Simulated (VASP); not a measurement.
Data:

```
CELL_PARAMETERS angstrom
     -2.88150     2.88150     2.88150
      2.88150    -2.88150     2.88150
      2.88150     2.88150    -2.88150
ATOMIC_POSITIONS crystal
  Rb 0.00000 0.00000 0.00000
```

The numbers are results of PBE GGA, VASP's PBE PAW potentials (set 64) (plane waves; VASP 6.6.1), not measurements. Settings: 400 eV cut-off, 8×8×8 Γ-centred mesh, first-order Methfessel-Paxton smearing of 0.10 eV, potentials Rb_sv.

Problem. Estimate the energy per atom (σ→0), band gap (on the k-mesh) with the smallest direct gap where there is one.

Solution. 
| Item | Value |
|---|---|
| band gap (on the k-mesh) | none (metal, semimetal or under 0.01 eV) |
| energy per atom (σ→0) | -0.928 eV/atom |

The absolute energy has meaning only against runs of the same code, potentials and settings.

The compound is Rb in the bcc structure. The cell was not relaxed at this level.
